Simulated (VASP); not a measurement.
OSZICAR of a VASP run on Al$_{3}$Sc (L1_2):

OSZICAR:
```
       N       E                     dE             d eps       ncg     rms          rms(c)
DAV:   1     0.116288794295E+03    0.11629E+03   -0.83876E+03   980   0.129E+03
DAV:   2    -0.125990070944E+02   -0.12889E+03   -0.12696E+03   992   0.363E+02
DAV:   3    -0.212200690261E+02   -0.86211E+01   -0.80809E+01  1556   0.768E+01
DAV:   4    -0.213779139444E+02   -0.15784E+00   -0.15722E+00  1378   0.999E+00
DAV:   5    -0.213822457161E+02   -0.43318E-02   -0.43309E-02  1444   0.176E+00    0.902E+00
DAV:   6    -0.203904777593E+02    0.99177E+00   -0.49078E+00  1612   0.261E+01    0.321E+00
DAV:   7    -0.203223711560E+02    0.68107E-01   -0.10276E-01  1200   0.270E+00    0.180E+00
DAV:   8    -0.202900732210E+02    0.32298E-01   -0.48669E-02  1404   0.187E+00    0.220E-01
DAV:   9    -0.202895934064E+02    0.47981E-03   -0.37499E-03  1270   0.501E-01    0.806E-02
DAV:  10    -0.202895290322E+02    0.64374E-04   -0.25387E-04  1452   0.154E-01    0.717E-02
DAV:  11    -0.202895317510E+02   -0.27188E-05   -0.27821E-05  1350   0.370E-02    0.513E-02
DAV:  12    -0.202895185160E+02    0.13235E-04   -0.40123E-05  1214   0.423E-02    0.553E-03
DAV:  13    -0.202895186378E+02   -0.12185E-06   -0.16721E-06  1338   0.881E-03    0.294E-03
DAV:  14    -0.202895186900E+02   -0.52155E-07   -0.71323E-08   828   0.285E-03
   1 F= -.20289519E+02 E0= -.20288865E+02  d E =-.196061E-02
```

Which electronic solver shows in the log?

It is blocked Davidson (ALGO = Normal, or the opening steps of other solvers). The INCAR had ALGO = Normal.

Can the final energy be trusted as converged?

The run converged. It stopped with EDIFF = 1E-7, NELM = 100 (AM05 GGA, plane waves, VASP's PBE PAW potentials (set 64)).

The compound is Al3Sc in the L1_2 structure. This cell is one point of a volume scan, at 1.03 of the reference volume.
